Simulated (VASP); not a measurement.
```yaml
crystal:
  lattice:
    - [1.95814, -3.39160, 0.00000]
    - [1.95814, 3.39160, 0.00000]
    - [0.00000, 0.00000, 6.09918]
  atoms:
    - { symbol: La, position: [0.33333, 0.66667, 0.24593] }
    - { symbol: La, position: [0.66667, 0.33333, 0.75407] }
    - { symbol: O, position: [0.00000, 0.00000, 0.00000] }
    - { symbol: O, position: [0.33333, 0.66667, 0.64623] }
    - { symbol: O, position: [0.66667, 0.33333, 0.35377] }
```

The numbers are results of PBE GGA with D4 dispersion, VASP's PBE PAW potentials (set 64) (plane waves; VASP), not measurements. Numerical set-up: 520 eV cut-off, Gaussian smearing of 0.050 eV, potentials La O.

Task: Give the energies of bands 12 to 23 at the high-symmetry points, in eV from the valence-band maximum.

Result: 
```
band      Γ      M      K      A      L      H
----  -----  -----  -----  -----  -----  -----
12    -2.41  -2.23  -1.61  -2.74  -3.00  -2.31
13    -2.41  -2.02  -1.61  -2.74  -2.17  -2.31
14    -2.21  -1.95  -1.59  -2.63  -1.51  -1.70
15    -2.21  -1.28  -1.30  -1.92  -1.21  -1.39
16    -2.10  -0.74  -1.30  -1.92  -0.98  -1.39
17    -1.68  -0.73  -0.83  -1.01  -0.95  -0.56
18    -0.39  -0.66  -0.83  -0.80  -0.72  -0.28
19    -0.39  -0.41  -0.81  -0.29  -0.36  -0.28
20    -0.12  -0.30  -0.09  -0.29   0.00  -0.22
21     4.35   3.88   3.88   4.74   4.43   4.28
22     4.62   4.75   4.78   4.76   4.66   4.88
23     4.62   5.22   4.78   4.76   5.10   4.97
```

The gap is indirect, 3.88 eV, from the valence maximum at H-A at 0.22 to the conduction minimum at M.

The compound is La2O3 in the a-type structure. It was relaxed first.
